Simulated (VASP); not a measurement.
Method: vdW-DF-cx, VASP's PBE PAW potentials (set 64) (plane waves; VASP).

A VASP calculation is set up with these files.

### POSCAR
```
HfN
1
    0.0000000000     2.2735851080     2.2735851080
    2.2735851080     0.0000000000     2.2735851080
    2.2735851080     2.2735851080     0.0000000000
Hf N
1 1
Direct
  0.0000000000   0.0000000000   0.0000000000
  0.5000000000   0.5000000000   0.5000000000
```

**KPOINTS**
```
Automatic mesh
0
Gamma
14 14 14
0 0 0
```

INCAR:
```
SYSTEM = HfN
PREC = Accurate; ENCUT = 520; LREAL = .FALSE.
LASPH = .TRUE.
EDIFF = 1E-7; NELM = 100; ALGO = Normal
LMAXMIX = 6
ISMEAR = 1; SIGMA = 0.1
GGA = CX; LUSE_VDW = .TRUE.; AGGAC = 0.0
ISIF = 2
LWAVE = .FALSE.; LCHARG = .FALSE.
```

POTCAR, in this order: Hf_pv N (PBE.64 set). Program: vasp_std.

Output of the run:

### OUTCAR
```
 ion  position               nearest neighbor table
   1  0.000  0.000  0.000-   2 2.27   2 2.27   2 2.27   2 2.27   2 2.27   2 2.27
   2  0.500  0.500  0.500-   1 2.27   1 2.27   1 2.27   1 2.27   1 2.27   1 2.27
  LATTYP: Found a face centered cubic cell.
 ALAT       =     4.5471702160
 Subroutine PRICEL returns:
 Original cell was already a primitive cell.
 Subroutine GETGRP returns: Found 48 space group operations
The static configuration has the point symmetry O_h .
The dynamic configuration has the point symmetry O_h .
 Subroutine INISYM returns: Found 48 space group operations
 Subroutine IBZKPT returns following result:
 Found    104 irreducible k-points:

 Following reciprocal coordinates:
            Coordinates               Weight
  0.000000  0.000000  0.000000      1.000000
  0.071429  0.000000  0.000000      8.000000
  0.142857  0.000000  0.000000      8.000000
  0.214286  0.000000  0.000000      8.000000
  0.285714  0.000000  0.000000      8.000000
  0.357143  0.000000  0.000000      8.000000
  0.428571  0.000000  0.000000      8.000000
  0.500000  0.000000  0.000000      4.000000
  0.071429  0.071429  0.000000      6.000000
  0.142857  0.071429  0.000000     24.000000
  0.214286  0.071429  0.000000     24.000000
  0.285714  0.071429  0.000000     24.000000
  0.357143  0.071429  0.000000     24.000000
  0.428571  0.071429  0.000000     24.000000
  0.500000  0.071429  0.000000     24.000000
 -0.428571  0.071429  0.000000     24.000000
 -0.357143  0.071429  0.000000     24.000000
 -0.285714  0.071429  0.000000     24.000000
 -0.214286  0.071429  0.000000     24.000000
 -0.142857  0.071429  0.000000     24.000000
 -0.071429  0.071429  0.000000     12.000000
  0.142857  0.142857  0.000000      6.000000
  0.214286  0.142857  0.000000     24.000000
  0.285714  0.142857  0.000000     24.000000
  0.357143  0.142857  0.000000     24.000000
  0.428571  0.142857  0.000000     24.000000
  0.500000  0.142857  0.000000     24.000000
 -0.428571  0.142857  0.000000     24.000000
 -0.357143  0.142857  0.000000     24.000000
 -0.285714  0.142857  0.000000     24.000000
 -0.214286  0.142857  0.000000     24.000000
 -0.142857  0.142857  0.000000     12.000000
  0.214286  0.214286  0.000000      6.000000
  0.285714  0.214286  0.000000     24.000000
  0.357143  0.214286  0.000000     24.000000
  0.428571  0.214286  0.000000     24.000000
  0.500000  0.214286  0.000000     24.000000
 -0.428571  0.214286  0.000000     24.000000
 -0.357143  0.214286  0.000000     24.000000
 -0.285714  0.214286  0.000000     24.000000
   k-points           NKPTS =    104   k-points in BZ     NKDIM =    104   number of bands    NBANDS=     11
   number of dos      NEDOS =    301   number of ions     NIONS =      2
   total plane-waves  NPLWV =  13824
   dimension x,y,z NGX =    24 NGY =   24 NGZ =   24
   dimension x,y,z NGXF=    48 NGYF=   48 NGZF=   48
   ions per type =               1   1
   PREC   = accura    normal or accurate (medium, high low for compatibility)
   ISTART =      0    job   : 0-new  1-cont  2-samecut
   ICHARG =      2    charge: 1-file 2-atom 10-const
   ISPIN  =      1    spin polarized calculation?
   LNONCOLLINEAR =      F non collinear calculations
   LSORBIT =      F    spin-orbit coupling
   INIWAV =      1    electr: 0-lowe 1-rand  2-diag
   ENCUT  =  520.0 eV  38.22 Ry    6.18 a.u.   5.98  5.98  5.98*2*pi/ulx,y,z
   NELM   =    100;   NELMIN=  2; NELMDL= -5     # of ELM steps
   EDIFF  = 0.1E-06   stopping-criterion for ELM
   LREAL  =      F    real-space projection
   NLSPLINE    = F    spline interpolate recip. space projectors
   LMAXMIX     =    6 max onsite mixed and CHGCAR
...
```

### OSZICAR
```
       N       E                     dE             d eps       ncg     rms          rms(c)
DAV:   1     0.415698481519E+02    0.41570E+02   -0.82759E+03  2296   0.128E+03
DAV:   2    -0.191993091188E+02   -0.60769E+02   -0.57524E+02  2997   0.256E+02
DAV:   3    -0.214803726843E+02   -0.22811E+01   -0.22539E+01  2935   0.421E+01
DAV:   4    -0.215016852354E+02   -0.21313E-01   -0.21196E-01  2781   0.397E+00
DAV:   5    -0.215020668477E+02   -0.38161E-03   -0.38123E-03  3023   0.368E-01    0.479E+01
DAV:   6    -0.187445049639E+02    0.27576E+01   -0.14888E+01  2663   0.270E+01    0.400E+01
DAV:   7    -0.186725623246E+02    0.71943E-01   -0.68112E-01  2582   0.746E+00    0.256E+01
DAV:   8    -0.186582853294E+02    0.14277E-01   -0.14120E-01  2672   0.355E+00    0.587E+00
DAV:   9    -0.186477666471E+02    0.10519E-01   -0.59482E-02  2693   0.171E+00    0.160E+00
DAV:  10    -0.186473100758E+02    0.45657E-03   -0.22693E-03  2739   0.441E-01    0.311E-01
DAV:  11    -0.186473158348E+02   -0.57589E-05   -0.22797E-04  2828   0.134E-01    0.564E-02
DAV:  12    -0.186473125582E+02    0.32766E-05   -0.18981E-05  2814   0.395E-02    0.387E-02
DAV:  13    -0.186473123051E+02    0.25304E-06   -0.86332E-07  2742   0.991E-03    0.760E-04
DAV:  14    -0.186473123117E+02   -0.65595E-08   -0.15035E-08  1444   0.146E-03
   1 F= -.18647312E+02 E0= -.18647107E+02  d E =-.615179E-03
```

File OUTCAR:
```
------------------------ aborting loop because EDIFF is reached ----------------------------------------
  FORCE on cell =-STRESS in cart. coord.  units (eV):
  Direction    XX          YY          ZZ          XY          YZ          ZX
  --------------------------------------------------------------------------------------
  Total       -1.1699731     -1.1699731     -1.1699731      0.0000000     -0.0000000     -0.0000000
  in kB      -79.7485520    -79.7485520    -79.7485520      0.0000000     -0.0000000     -0.0000000
  external PRESSURE =     -79.7485520 kB  Pullay stress =       0.0000000 kB
  volume of cell :       23.51
      direct lattice vectors                 reciprocal lattice vectors
     0.000000000  2.273585108  2.273585108    -0.219916993  0.219916993  0.219916993
     2.273585108  0.000000000  2.273585108     0.219916993 -0.219916993  0.219916993
     2.273585108  2.273585108  0.000000000     0.219916993  0.219916993 -0.219916993
 POSITION                                       TOTAL-FORCE (eV/Angst)
 -----------------------------------------------------------------------------------
      0.00000      0.00000      0.00000         0.000000     -0.000000      0.000000
      2.27359      2.27359      2.27359         0.000000      0.000000      0.000000
 -----------------------------------------------------------------------------------
    total drift:                                0.000000     -0.000000     -0.000000
  FREE ENERGIE OF THE ION-ELECTRON SYSTEM (eV)
  ---------------------------------------------------
  free  energy   TOTEN  =       -18.6473123117 eV

  energy  without entropy=      -18.6466971329  energy(sigma->0) =      -18.64710725
```
(Selected blocks of OUTCAR.)

The compound is HfN in the rock salt structure. This cell is one point of a volume scan, at 1.03 of the reference volume. The electron count is odd and the run is not spin-polarised, which forces a metal.
